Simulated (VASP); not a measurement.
Computed with PBEsol GGA, VASP's PBE PAW potentials (set 64) (plane waves; VASP 6.6.1).

VASP input:

POSCAR:
```
TaAl
3.1970310
  0.9999998881   0.0000000000   0.0000000000
  0.0000000000   0.9999998881   0.0000000000
  0.0000000000   0.0000000000   0.9999998881
Ta Al
1 1
Direct
  0.0000000000   0.0000000000   0.0000000000
  0.5000000000   0.5000000000   0.5000000000
```

INCAR:
```
! general
SYSTEM   =  TaAl
PREC     =  Accurate
ENCUT    =  400
LREAL    =  .FALSE.
LASPH    =  .TRUE.
ICHARG   =  11

! electronic loop
EDIFF    =  1E-7
NELM     =  100
ALGO     =  Normal
LMAXMIX  =  6

! smearing
ISMEAR   =  0
SIGMA    =  0.05

! functional
GGA      =  PS

! output
LWAVE    =  .FALSE.
LCHARG   =  .FALSE.
LORBIT   =  11
```

KPOINTS:
```
k-points along high-symmetry lines
15
Line-mode
Reciprocal
  0.000000   0.000000   0.000000 ! GAMMA
  0.000000   0.500000   0.000000 ! X

  0.000000   0.500000   0.000000 ! X
  0.500000   0.500000   0.000000 ! M

  0.500000   0.500000   0.000000 ! M
  0.000000   0.000000   0.000000 ! GAMMA

  0.000000   0.000000   0.000000 ! GAMMA
  0.500000   0.500000   0.500000 ! R

  0.500000   0.500000   0.500000 ! R
  0.000000   0.500000   0.000000 ! X

  0.500000   0.500000   0.500000 ! R
  0.500000   0.500000   0.000000 ! M
```

POTCAR, in this order: Ta_pv Al (PBE.64 set). Program: vasp_std. Read from the step before: CHGCAR.

Output

**OSZICAR**
```
       N       E                     dE             d eps       ncg     rms          rms(c)
DAV:   1     0.528917563655E+02    0.52892E+02   -0.67363E+03  1996   0.972E+02
DAV:   2    -0.150533555604E+02   -0.67945E+02   -0.65286E+02  2267   0.232E+02
DAV:   3    -0.167137685209E+02   -0.16604E+01   -0.15540E+01  2551   0.325E+01
DAV:   4    -0.167391305968E+02   -0.25362E-01   -0.25224E-01  2290   0.365E+00
DAV:   5    -0.167394808711E+02   -0.35027E-03   -0.35008E-03  2528   0.442E-01
DAV:   6    -0.167394880746E+02   -0.72036E-05   -0.72026E-05  2393   0.599E-02
DAV:   7    -0.167394882817E+02   -0.20705E-06   -0.20669E-06  2457   0.963E-03
DAV:   8    -0.167394882887E+02   -0.70379E-08   -0.68971E-08  1971   0.175E-03
   1 F= -.16739488E+02 E0= -.16738221E+02  d E =-.253537E-02
```

File OUTCAR:
```
 val. band max:        7.6083941701   @ k =   0.2857   0.5000   0.2857

 cond. band min:       7.6143701672   @ k =   0.5000   0.5000   0.3214



 k-point     1 :       0.0000    0.0000    0.0000
  band No.  band energies     occupation
      1     -26.8914      2.00000
      2     -26.8914      2.00000
      3     -26.8914      2.00000
      4      -2.8911      2.00000
      5       4.6318      2.00000
      6       4.6318      2.00000
      7       9.8861      0.00000
      8       9.8861      0.00000
      9       9.8861      0.00000
     10      11.5543      0.00000
     11      11.5543      0.00000

 k-point     2 :       0.0000    0.0357    0.0000
  band No.  band energies     occupation
      1     -26.8953      2.00000
      2     -26.8910      2.00000
      3     -26.8910      2.00000
      4      -2.8669      2.00000
      5       4.6340      2.00000
      6       4.6429      2.00000
      7       9.7760      0.00000
      8       9.7760      0.00000
      9       9.8916      0.00000
     10      11.4748      0.00000
     11      11.6754      0.00000

 k-point     3 :       0.0000    0.0714    0.0000
  band No.  band energies     occupation
      1     -26.9068      2.00000
      2     -26.8900      2.00000
      3     -26.8900      2.00000
      4      -2.7948      2.00000
      5       4.6373      2.00000
      6       4.6759      2.00000
      7       9.5120      0.00000
      8       9.5120      0.00000
      9       9.9077      0.00000
     10      11.2627      0.00000
     11      11.9725      0.00000

 k-point     4 :       0.0000    0.1071    0.0000
  band No.  band energies     occupation
      1     -26.9254      2.00000
      2     -26.8884      2.00000
      3     -26.8884      2.00000
      4      -2.6756      2.00000
      5       4.6310      2.00000
      6       4.7302      2.00000
      7       9.1857      0.00000
      8       9.1857      0.00000
      9       9.9339      0.00000
     10      10.9796      0.00000
...
```

The density is held fixed in this step, so its total energy and stress have no physical meaning. Unless said otherwise, spin-orbit coupling is left out, though it shifts the bands of the heavy elements here.

The structure was generated: TaAl was put into the CsCl type type (Pm-3m), which need not be its known phase. It was relaxed first, which changed the volume by -40 %.
